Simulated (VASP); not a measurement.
VASP input:

**POSCAR**
```
ZrO2
1.0
  0.0000000000   2.5578136444   2.5578136444
  2.5578136444   0.0000000000   2.5578136444
  2.5578136444   2.5578136444   0.0000000000
Zr O
1 2
Cart
  0.0000000000   0.0000000000   0.0000000000
  1.2789068222   1.2789068222   1.2789068222
  3.8367204666   3.8367204666   3.8367204666
```

### KPOINTS
```
Regular mesh
0
G
7 7 7
0 0 0
```

### INCAR
```
! general
SYSTEM =ZrO2
PREC   =Accurate
ENCUT  =480
LREAL  =.FALSE.
LASPH  =.TRUE.

! electronic loop
EDIFF  =1E-6   ! SCF stop (eV)
NELM   =100   ! most electronic steps
ALGO   =Normal
LMAXMIX=4   ! l cut-off of mixed one-centre charges

! smearing
ISMEAR =0
SIGMA  =0.05   ! width (eV)

! functional
GGA    =PE   ! PBE

! ions
IBRION =2
NSW    =60   ! most ionic steps
ISIF   =3   ! ions, shape and volume
EDIFFG =-0.02   ! ionic stop

! output
LWAVE  =.FALSE.
LCHARG =.FALSE.
```

POTCAR, in this order: Zr_sv O (PBE.64 set). Program: vasp_std.

Translate this PBE calculation to Ansatz.

One equivalent input (not run):
Ansatz 0.2 input:
```yaml
crystal:
  lattice:
    - [0.0000000, 2.5578136, 2.5578136]
    - [2.5578136, 0.0000000, 2.5578136]
    - [2.5578136, 2.5578136, 0.0000000]
  atoms:
    - { symbol: Zr, position: [0.0000000, 0.0000000, 0.0000000] }
    - { symbol: O, position: [0.2500000, 0.2500000, 0.2500000] }
    - { symbol: O, position: [0.7500000, 0.7500000, 0.7500000] }
kpoints:
  mp_grid: { grid: [7, 7, 7] }
hamiltonian:
  xc: pbe
  pseudopotentials: { kind: paw }
scf:
  occupations: { method: gaussian, width: 0.05 }
  max_iter: 100
relax:
  max_steps: 60
  f_tol: 0.02
  cell: {}
output: { forces: true, stress: true, eigenvalues: true }
```
What does not carry over: each code has its own PAW files, so the cut-off isn't converted (ENCUT is set for VASP's; basis.ecutwfc is left out, and Ansatz then takes the one that its files recommend); Ansatz stops its SCF on the density residual and VASP on the energy change (EDIFF).

The compound is ZrO2 in the fluorite structure, the high-temperature cubic form, which is unstable at 0 K; the monoclinic form is the stable one. It was relaxed first. The start is the result of an earlier pass.
